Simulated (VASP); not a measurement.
# Bi3SbO3 (P4mm) in VASP: relaxation of cell and atoms with PBE

Aim: the relaxation of cell and atoms of Bi3SbO3 with PBE.

Program: VASP 6.6.1. These are calculated values, not measurements. Logs are shortened: lines on timing, memory, paths and dates and some standing lists are left out, and cuts for length are marked.

## Step 1: The crystal as given

Symmetry: P4mm, No. 99, tetragonal system. Conventional cell: a = 4.000 Å, b = 4.000 Å, c = 9.000 Å, α = 90.00°, β = 90.00°, γ = 90.00°. Sb (site symmetry 4mm) has 4 Bi at 2.92 Å as nearest neighbours. Around Bi (site symmetry 4mm) lie 4 O at 2.36 Å. Bi (site symmetry 4mm) has 4 O at 2.36 Å as nearest neighbours. Bi (site symmetry 4mm) is surrounded by 1 O at 2.16 Å. O (site symmetry 2mm) is surrounded by 4 Bi at 2.36 Å. O (site symmetry 4mm) is surrounded by 1 Bi at 2.16 Å.

The cell was built by a generator and needn't be a form met in nature.

## Step 2: Relaxation of cell and atoms, PBE

Input file INCAR:

```
ALGO = Fast
EDIFF = 1E-4
EDIFFG = -0.08
ENCUT = 520
GGA = PE
IBRION = 2
ISIF = 3
ISMEAR = 0
LASPH = True
LCHARG = False
LREAL = False
LWAVE = False
NELM = 60
NSW = 24
PREC = Normal
SIGMA = 0.15
```

Input file KPOINTS:

```
k-points
0
Gamma
  4 4 2
```

Input file POSCAR:

```
Bi3SbO3
1.0
    4.0000000000      0.0000000000      0.0000000000
    0.0000000000      4.0000000000      0.0000000000
    0.0000000000      0.0000000000      9.0000000000
Sb Bi O
1 3 3
Direct
    0.0000000000      0.0000000000      0.4200000000
    0.5000000000      0.5000000000      0.1400000000
    0.0000000000      0.0000000000      0.8600000000
    0.5000000000      0.5000000000      0.5000000000
    0.0000000000      0.5000000000      0.0000000000
    0.5000000000      0.0000000000      0.0000000000
    0.5000000000      0.5000000000      0.7400000000
```

Potentials or basis: VASP PAW PBE potentials, release 64 (Sb, Bi_d, O).

Launch:

```sh
$ cat potpaw_PBE.64/Sb/POTCAR potpaw_PBE.64/Bi_d/POTCAR potpaw_PBE.64/O/POTCAR > POTCAR
$ mpirun -np 1 vasp_std > vasp.out
```

OUTCAR:

```text
EDIFF = 1E-4
   EDIFFG = -0.08
   ENCUT = 520
   GGA = PE
   IBRION = 2
   ISIF = 3
   ISMEAR = 0
   LASPH = True
   LREAL = False
   NELM = 60
   NSW = 24
   PREC = Normal

 ion  position               nearest neighbor table
   1  0.000  0.000  0.420-   4 2.92   4 2.92   4 2.92   4 2.92   2 3.79   2 3.79   2 3.79   2 3.79

   2  0.500  0.500  0.140-   5 2.36   6 2.36   6 2.36   5 2.36   4 3.24   1 3.79   3 3.79   3 3.79
                             1 3.79   3 3.79   1 3.79   1 3.79   3 3.79
   3  0.000  0.000  0.860-   5 2.36   6 2.36   5 2.36   6 2.36   2 3.79   2 3.79   2 3.79   2 3.79

   4  0.500  0.500  0.500-   7 2.16   1 2.92   1 2.92   1 2.92   1 2.92   2 3.24
   5  0.000  0.500  0.000-   2 2.36   3 2.36   3 2.36   2 2.36
   6  0.500  0.000  0.000-   2 2.36   3 2.36   2 2.36   3 2.36
   7  0.500  0.500  0.740-   4 2.16

  LATTYP: Found a simple tetragonal cell.
 ALAT       =     4.0000000000
 C/A-ratio  =     2.2500000000

  Lattice vectors:

 A1 = (   4.0000000000,   0.0000000000,   0.0000000000)
 A2 = (   0.0000000000,   4.0000000000,   0.0000000000)
 A3 = (   0.0000000000,   0.0000000000,   9.0000000000)

Analysis of symmetry for initial positions (statically):
=====================================================================
 Subroutine PRICEL returns:
 Original cell was already a primitive cell.

 Routine SETGRP: Setting up the symmetry group for a
 simple tetragonal supercell.

 Subroutine GETGRP returns: Found  8 space group operations
 (whereof  8 operations were pure point group operations)
 out of a pool of 16 trial point group operations.

The static configuration has the point symmetry C_4v.

Analysis of symmetry for dynamics (positions and initial velocities):
=====================================================================
 Subroutine PRICEL returns:
 Original cell was already a primitive cell.

 Routine SETGRP: Setting up the symmetry group for a
 simple tetragonal supercell.

 Subroutine GETGRP returns: Found  8 space group operations
 (whereof  8 operations were pure point group operations)
 out of a pool of 16 trial point group operations.

The dynamic configuration has the point symmetry C_4v.

 Subroutine INISYM returns: Found  8 space group operations
 (whereof  8 operations are pure point group operations),
 and found     1 'primitive' translations

----------------------------------------------------------------------------------------

                                     Primitive cell

  volume of cell :     144.0000

  direct lattice vectors                    reciprocal lattice vectors
     4.000000000  0.000000000  0.000000000     0.250000000  0.000000000  0.000000000
     0.000000000  4.000000000  0.000000000     0.000000000  0.250000000  0.000000000
     0.000000000  0.000000000  9.000000000     0.000000000  0.000000000  0.111111111

  length of vectors
     4.000000000  4.000000000  9.000000000     0.250000000  0.250000000  0.111111111

  position of ions in fractional coordinates (direct lattice)
     0.000000000  0.000000000  0.420000000
     0.500000000  0.500000000  0.140000000
     0.000000000  0.000000000  0.860000000
     0.500000000  0.500000000  0.500000000
     0.000000000  0.500000000  0.000000000
     0.500000000  0.000000000  0.000000000
     0.500000000  0.500000000  0.740000000

  ion indices of the primitive-cell ions
   primitive index   ion index
                 1           1
                 2           2
                 3           3
                 4           4
                 5           5
                 6           6
                 7           7

----------------------------------------------------------------------------------------

 KPOINTS: k-points

Automatic generation of k-mesh.
 Grid dimensions read from file:
 generate k-points for:    4    4    2

 Generating k-lattice:

  Cartesian coordinates                     Fractional coordinates (reciprocal lattice)
     0.062500000  0.000000000  0.000000000     0.250000000  0.000000000  0.000000000
     0.000000000  0.062500000  0.000000000     0.000000000  0.250000000  0.000000000
     0.000000000  0.000000000  0.055555556     0.000000000  0.000000000  0.500000000

  Length of vectors
     0.062500000  0.062500000  0.055555556

  Shift w.r.t. Gamma in fractional coordinates (k-lattice)
     0.000000000  0.000000000  0.000000000

 Subroutine IBZKPT returns following result:
 ===========================================

 Found     12 irreducible k-points:

 Following reciprocal coordinates:
            Coordinates               Weight
  0.000000  0.000000  0.000000      1.000000
  0.250000  0.000000  0.000000      4.000000
  0.500000  0.000000  0.000000      2.000000
  0.250000  0.250000  0.000000      4.000000
  0.500000  0.250000  0.000000      4.000000
  0.500000  0.500000  0.000000      1.000000
  0.000000  0.000000  0.500000      1.000000
  0.250000  0.000000  0.500000      4.000000
  0.500000  0.000000  0.500000      2.000000
  0.250000  0.250000  0.500000      4.000000
  0.500000  0.250000  0.500000      4.000000
  0.500000  0.500000  0.500000      1.000000
   k-points           NKPTS =     12   k-points in BZ     NKDIM =     12   number of bands    NBANDS=     40
   number of dos      NEDOS =    301   number of ions     NIONS =      7
   total plane-waves  NPLWV =  28800
   dimension x,y,z NGX =    24 NGY =   24 NGZ =   50
   dimension x,y,z NGXF=    48 NGYF=   48 NGZF=  100
   ions per type =               1   3   3
   NGX,Y,Z   is equivalent  to a cutoff of   9.97,  9.97,  9.24 a.u.
   NGXF,Y,Z  is equivalent  to a cutoff of  19.95, 19.95, 18.47 a.u.
 SYSTEM =  unknown system
   PREC   = normal    normal or accurate (medium, high low for compatibility)
   ISTART =      0    job   : 0-new  1-cont  2-samecut
   ICHARG =      2    charge: 1-file 2-atom 10-const
   ISPIN  =      1    spin polarized calculation?
   LNONCOLLINEAR =      F non collinear calculations
   LSORBIT =      F    spin-orbit coupling
   LASPH  =      T    aspherical Exc in radial PAW
   ENCUT  =  520.0 eV  38.22 Ry    6.18 a.u.   7.44  7.44 16.73*2*pi/ulx,y,z
   NELM   =     60;   NELMIN=  2; NELMDL= -5     # of ELM steps
   EDIFF  = 0.1E-03   stopping-criterion for ELM
   LREAL  =      F    real-space projection
   EDIFFG = -.8E-01   stopping-criterion for IOM
   NSW    =     24    number of steps for IOM
   IBRION =      2    ionic relax: 0-MD 1-quasi-New 2-CG
   NFREE  =      1    steps in history (QN), initial steepest desc. (CG)
   ISIF   =      3    stress and relaxation
   ISYM   =      2    0-nonsym 1-usesym 2-fastsym
   POTIM  = 0.5000    time-step for ionic-motion
   TEBEG  =    0.0;   TEEND  =   0.0 temperature during run
   PSTRESS=    0.0 pullay stress
   NELECT =      68.0000    total number of electrons
   NUPDOWN=      -1.0000    fix difference up-down
   EMIN   =  10.00;   EMAX   =-10.00  energy-range for DOS
   EFERMI =   0.00;   METHOD = LEGACY
   ISMEAR =     0;   SIGMA  =   0.15  broadening in eV -4-tet -1-fermi 0-gaus
   EFERMI_NEDOS =   21; number of points for ismear=-14 and -15
   IALGO  =     68    algorithm
   IMIX   =      4    mixing-type and parameters
     AMIX     =   0.40;   BMIX     =  1.00
     AMIX_MAG =   1.60;   BMIX_MAG =  1.00
  volume/ion in A,a.u.               =      20.57       138.82
  Fermi-wavevector in a.u.,A,eV,Ry     =   1.274844  2.409105 22.112551  1.625227
  Thomas-Fermi vector in A             =   2.407589
   LORBIT       =      0    0 simple, 1 ext, 2 COOP (PROOUT), +10 PAW based schemes
   GGA     = PE    functional components
   LHFCALC =     F    Hartree Fock is set to
   AEXX    =    0.0000 exact exchange contribution
   IVDW    =     0    specifies the selected vdW correction
   LEPSILON=     F    determine dielectric tensor
   LRPA    =     F    only Hartree local field effects (RPA)
 conjugate gradient relaxation of ions
 non-spin polarized calculation
 RMM-DIIS sequential band-by-band and
 Gauss-broadening in eV      SIGMA  =   0.15
  energy-cutoff  :      520.00
  volume of cell :      144.00
 maximum number of plane-waves:      3921
   NGX = 15   NGY = 15   NGZ = 33

--------------------------------------- Ionic step        1  -------------------------------------------

 number of electron      67.9999953 magnetization

 Free energy of the ion-electron system (eV)
  ---------------------------------------------------
  ext. energy  EPLUGINS =         0.00000000
  ---------------------------------------------------
  free energy    TOTEN  =       -34.63708539 eV

  energy without entropy =      -34.59514677  energy(sigma->0) =      -34.61611608

------------------------ aborting loop because EDIFF is reached ----------------------------------------

  FORCE on cell =-STRESS in cart. coord.  units (eV):
  Direction    XX          YY          ZZ          XY          YZ          ZX
  --------------------------------------------------------------------------------------
  -------------------------------------------------------------------------------------
  Total        3.8069037      3.8069037     -0.3026364      0.0000000      0.0000000      0.0000000
  in kB       42.3564915     42.3564915     -3.3672028      0.0000000      0.0000000      0.0000000
  external PRESSURE =      27.1152601 kB  Pullay stress =       0.0000000 kB
[... 104 lines left out ...]
  FREE ENERGIE OF THE ION-ELECTRON SYSTEM (eV)
  ---------------------------------------------------
  free  energy   TOTEN  =       -34.9433043290 eV

  energy  without entropy=      -34.9122179935  energy(sigma->0) =      -34.92776116

 E-fermi :   7.0617     XC(G=0):  -9.9629

 val. band max:        6.7139128804   @ k =   0.2500   0.0000   0.5000
 cond. band min:       7.0858118658   @ k =   0.2500   0.2500   0.0000
 fundamental gap:      0.3718989854
 Fermi energy:         7.0616566096

 k-point     1 :       0.0000    0.0000    0.0000
  band No.  band energies     occupation
      1     -17.4617      2.00000
      2     -17.3683      2.00000
      3     -17.3616      2.00000
      4     -17.3616      2.00000
      5     -17.3260      2.00000
      6     -17.1919      2.00000
[... 505 lines left out ...]
     39       9.4079      0.00000
     40       9.6042      0.00000

[... ionic steps 4 to 20 ...]

--------------------------------------- Ionic step       21  -------------------------------------------

 number of electron      67.9999975 magnetization

------------------------ aborting loop because EDIFF is reached ----------------------------------------

  FORCE on cell =-STRESS in cart. coord.  units (eV):
  Direction    XX          YY          ZZ          XY          YZ          ZX
  --------------------------------------------------------------------------------------
  -------------------------------------------------------------------------------------
  Total       -0.1669560     -0.1669560     -0.1999179      0.0000000      0.0000000      0.0000000
  in kB       -1.8226262     -1.8226262     -2.1824645      0.0000000      0.0000000      0.0000000
  external PRESSURE =      -1.9425723 kB  Pullay stress =       0.0000000 kB
[... 67 lines left out ...]
  energy  without entropy=      -35.5004896796  energy(sigma->0) =      -35.50549186

--------------------------------------- Ionic step       23  -------------------------------------------

 number of electron      67.9999967 magnetization

 Free energy of the ion-electron system (eV)
  ---------------------------------------------------
  ext. energy  EPLUGINS =         0.00000000
  ---------------------------------------------------
  free energy    TOTEN  =       -35.51174869 eV

  energy without entropy =      -35.50176017  energy(sigma->0) =      -35.50675443

 E-fermi :   7.2944     XC(G=0): -10.1728

 val. band max:        7.0398430984   @ k =   0.0000   0.0000   0.5000
 cond. band min:       7.3603778903   @ k =   0.5000   0.5000   0.5000
 fundamental gap:      0.3205347919
 Fermi energy:         7.2943979497

 k-point     1 :       0.0000    0.0000    0.0000
  band No.  band energies     occupation
      1     -16.8180      2.00000
      2     -16.6899      2.00000
      3     -16.6768      2.00000
      4     -16.6768      2.00000
      5     -16.6165      2.00000
      6     -16.6141      2.00000
[... 539 lines left out ...]
  FREE ENERGIE OF THE ION-ELECTRON SYSTEM (eV)
  ---------------------------------------------------
  free  energy   TOTEN  =       -35.5117486894 eV

  energy  without entropy=      -35.5017601667  energy(sigma->0) =      -35.50675443

 reached required accuracy - stopping structural energy minimisation
```

Wall time 4.4 min (1 thread of Intel Xeon Platinum 8488C (Sapphire Rapids), shared host); peak memory 0.22 GiB.

Results:

| Quantity | Value |
| --- | --- |
| Free energy | -35.5117 eV |
| Relaxed volume | 20.95 Å³/atom |
| Relaxed cell | a = 3.930 Å, b = 3.930 Å, c = 9.493 Å, α = 90.00°, β = 90.00°, γ = 90.00° |
| Space group after relaxing (to 0.05 Å) | P4mm (No. 99) |
| Energy gained by relaxing | 125.0 meV/atom |
| Ionic steps | 23 |
| Pressure after relaxing | -0.1 GPa |
| Largest force after relaxing | 0.061 eV/Å |
| Band gap on the k mesh | none (metal or under the smearing width) |

Forces in eV/Å, atoms in the order of the input:
```
Sb   0.000  0.000 -0.061
Bi   0.000  0.000  0.026
Bi   0.000  0.000  0.042
Bi   0.000  0.000 -0.024
O    0.000  0.000  0.026
O    0.000  0.000  0.026
O    0.000  0.000 -0.036
```

Stress tensor (GPa, compression positive):
```
-0.17  0.00  0.00
 0.00 -0.17  0.00
 0.00  0.00  0.12
```

Step by step:
| step | energy change (eV) | largest force (eV/Å) | pressure (GPa) | volume (Å³) |
| --- | --- | --- | --- | --- |
| 1 | 0.0000 | 2.2059 | 2.71 | 144.00 |
| 2 | -0.3060 | 1.4372 | -0.50 | 151.34 |
| 3 | -0.3062 | 1.4038 | -0.70 | 151.19 |
| 4 | -0.4762 | 0.9256 | -0.80 | 151.67 |
| 5 | -0.5794 | 0.5501 | -0.81 | 152.28 |
| 6 | -0.5857 | 0.7950 | -0.81 | 152.45 |
| 7 | -0.6921 | 0.6670 | -0.13 | 149.51 |
| 8 | -0.7705 | 0.6011 | 1.71 | 143.91 |
| 9 | -0.7736 | 0.5386 | 1.40 | 145.06 |
| 10 | -0.8144 | 0.5255 | -0.77 | 146.78 |
| 11 | -0.8156 | 0.5209 | -0.47 | 146.51 |
| 12 | -0.8156 | 0.4940 | -0.54 | 146.58 |
| 13 | -0.8157 | 0.5187 | -0.61 | 146.54 |
| 14 | -0.8369 | 0.3628 | 0.09 | 145.37 |
| 15 | -0.8384 | 0.5461 | 0.50 | 144.91 |
| 16 | -0.8553 | 0.3452 | 0.36 | 145.13 |
| 17 | -0.8607 | 0.2344 | 0.22 | 145.30 |
| 18 | -0.8664 | 0.1599 | 0.06 | 145.83 |
| 19 | -0.8683 | 0.2027 | -0.04 | 146.11 |
| 20 | -0.8693 | 0.2648 | -0.16 | 146.68 |
| 21 | -0.8726 | 0.1380 | -0.19 | 146.76 |
| 22 | -0.8734 | 0.1068 | -0.08 | 146.81 |
| 23 | -0.8747 | 0.0614 | -0.08 | 146.64 |

Final structure:
```
CELL_PARAMETERS angstrom
3.93024 0.00000 0.00000
0.00000 3.93024 0.00000
0.00000 0.00000 9.49321
ATOMIC_POSITIONS crystal
Sb 0.00000 0.00000 0.37222
Bi 0.50000 0.50000 0.12748
Bi 0.00000 0.00000 0.86166
Bi 0.50000 0.50000 0.53551
O 0.00000 0.50000 0.99966
O 0.50000 0.00000 0.99966
O 0.50000 0.50000 0.76381
```

Caveat: the k mesh is coarse (spacing up to 0.39 Å⁻¹), so the values aren't converged; spin-orbit coupling is left out, which moves the levels of the heavy elements; the relaxation stopped at a loose force limit of 0.08 eV/Å, so its end isn't a converged minimum.
